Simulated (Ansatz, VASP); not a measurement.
**Cs2Be3 in VASP and in Ansatz**

```
CELL_PARAMETERS angstrom
6.41051 0.00000 0.00000
0.00000 6.41051 0.00000
0.00000 0.00000 6.41051
ATOMIC_POSITIONS crystal
Cs 0.50000 0.50000 0.50000
Cs 0.00000 0.00000 0.00000
Be 0.00000 0.50000 0.50000
Be 0.50000 0.00000 0.50000
Be 0.50000 0.50000 0.00000
```

Alike in both runs: functional PBE; k mesh 6 × 6 × 6; occupations gaussian, width 0.1 eV; no spin polarisation.

Ansatz relaxed the structure, and its values are those at the end. VASP's run is a single point on that final structure, the one shown.

|  | VASP | Ansatz |
| --- | --- | --- |
| version | VASP 6.6.1 | Ansatz 0.2.0 |
| potentials or method | VASP PAW PBE potentials, release 64 (Cs_sv, Be) | scalar-relativistic, plane waves, PAW |
| plane-wave cutoff (eV) | 520 | 420 |
| valence electrons in the cell | 24 | 24 |

```csv
,VASP,Ansatz,Ansatz less VASP
gap on the k mesh at the Fermi level (eV),none,none,-
pressure (GPa),0.0,0.0,0.00
```

A gap of «none» marks a metal or a gap that the smearing closes.

Spin-orbit coupling is left out, which matters for the levels of Cs.
